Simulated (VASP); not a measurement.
A VASP calculation is set up with these files.

KPOINTS:
```
Automatic mesh
0
Gamma
6 6 5
0 0 0
```

INCAR:
```
# general
SYSTEM =TlAs
PREC   =Accurate
ENCUT  =400   # plane-wave cut-off (eV)
LREAL  =.False.
LASPH  =.True.

# electronic loop
EDIFF  =1E-6   # SCF stop (eV)
NELM   =100   # most electronic steps
ALGO   =Normal   # blocked Davidson
LMAXMIX=4   # l cut-off of mixed one-centre charges

# smearing
ISMEAR =1   # Methfessel-Paxton
SIGMA  =0.1   # width (eV)

# functional
GGA    =PS   # PBEsol

# ions
IBRION =2   # conjugate gradients
NSW    =60
ISIF   =3
EDIFFG =-0.02   # ionic stop

# output
LWAVE  =.False.
LCHARG =.False.
```

### POSCAR
```
TlAs
1
    5.1020667997    -0.0000000000     0.0000000000
    0.0000000000     5.1020667997     0.0000000000
    0.0000000000     0.0000000000     5.4504209923
Tl As
2 2
Direct
  0.0000000000   0.5000000000   1.0000000000
  0.5000000000   0.0000000000   0.5000000000
  0.0000000000   0.0000000000   0.2500000000
  0.0000000000   0.0000000000   0.7500000000
```

POTCAR, in this order: Tl_d As (PBE.64 set). Program: vasp_std.

Q: Translate this PBEsol calculation to Ansatz.

A: One equivalent input (not run):
Ansatz 0.2 input:
```yaml
crystal:
  lattice:
    - [5.1020668, 0.0000000, 0.0000000]
    - [0.0000000, 5.1020668, 0.0000000]
    - [0.0000000, 0.0000000, 5.4504210]
  atoms:
    - { symbol: Tl, position: [0.0000000, 0.5000000, 1.0000000] }
    - { symbol: Tl, position: [0.5000000, 0.0000000, 0.5000000] }
    - { symbol: As, position: [0.0000000, 0.0000000, 0.2500000] }
    - { symbol: As, position: [0.0000000, 0.0000000, 0.7500000] }
kpoints:
  mp_grid: { grid: [6, 6, 5] }
hamiltonian:
  xc: pbesol
  pseudopotentials: { kind: paw }
scf:
  occupations: { method: methfessel_paxton, width: 0.1 }
  max_iter: 100
relax:
  max_steps: 60
  f_tol: 0.02
  cell: {}
output: { forces: true, stress: true, eigenvalues: true }
```
Limits of the translation: each code has its own PAW files, so the cut-off isn't converted (ENCUT is set for VASP's; basis.ecutwfc is left out, and Ansatz then takes the one that its files recommend); Ansatz stops its SCF on the density residual and VASP on the energy change (EDIFF).

The structure was generated: TlAs was put into the PtS type (P4_2/mmc), which need not be its known phase. This run relaxes it. Symmetry was kept, so distortions that lower it aren't found. The start is the result of an earlier pass.
